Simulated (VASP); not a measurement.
Method: r2SCAN meta-GGA, VASP's PBE PAW potentials (set 64) (plane waves; VASP).

VASP ran on this input.

**INCAR**
```
# general
SYSTEM =Cu
PREC   =Accurate
ENCUT  =400
LREAL  =.FALSE.
LASPH  =.TRUE.

# electronic loop
EDIFF  =1E-6
NELM   =100
ALGO   =Normal
LMAXMIX=4
LMIXTAU=.TRUE.

# smearing
ISMEAR =1
SIGMA  =0.1

# functional
METAGGA=R2SCAN

# ions
IBRION =2
NSW    =60
ISIF   =3
EDIFFG =-0.01

# output
LWAVE  =.FALSE.
LCHARG =.FALSE.
```

**POSCAR**
```
Cu
1
   -0.0000000000     1.7883426924     1.7883426924
    1.7883426924     0.0000000000     1.7883426924
    1.7883426924     1.7883426924    -0.0000000000
Cu
1
Direct
  0.0000000000   0.0000000000   0.0000000000
```

KPOINTS:
```
Automatic mesh
0
Gamma
16 16 16
0 0 0
```

POTCAR, in this order: Cu (PBE.64 set). Program: vasp_std.

What does the run give for the energy per atom (σ→0), band gap (on the k-mesh)?

| Property | Result |
|---|---|
| energy per atom (σ→0) | -10826 meV/atom |
| band gap (on the k-mesh) | none (metal, semimetal or under 0.01 eV) |

OSZICAR:
```
...
DAV:   9    -0.108247744548E+02    0.66938E-02   -0.13605E-01  3357   0.846E+00    0.537E-02
DAV:  10    -0.108256220083E+02   -0.84755E-03   -0.14469E-03  3103   0.511E-01    0.102E-01
DAV:  11    -0.108255912314E+02    0.30777E-04   -0.51825E-04  3579   0.435E-01    0.318E-02
DAV:  12    -0.108256123013E+02   -0.21070E-04   -0.33143E-04  2851   0.375E-01    0.247E-02
DAV:  13    -0.108256133195E+02   -0.10182E-05   -0.87472E-05  2790   0.187E-01    0.176E-03
DAV:  14    -0.108256145614E+02   -0.12418E-05   -0.33313E-07  1718   0.845E-03    0.186E-03
DAV:  15    -0.108256141331E+02    0.42829E-06   -0.89625E-07  1368   0.233E-02
   1 F= -.10825614E+02 E0= -.10825607E+02  d E =-.108256E+02
```

The compound is Cu in the fcc structure. It was relaxed first. The start is the result of an earlier pass.
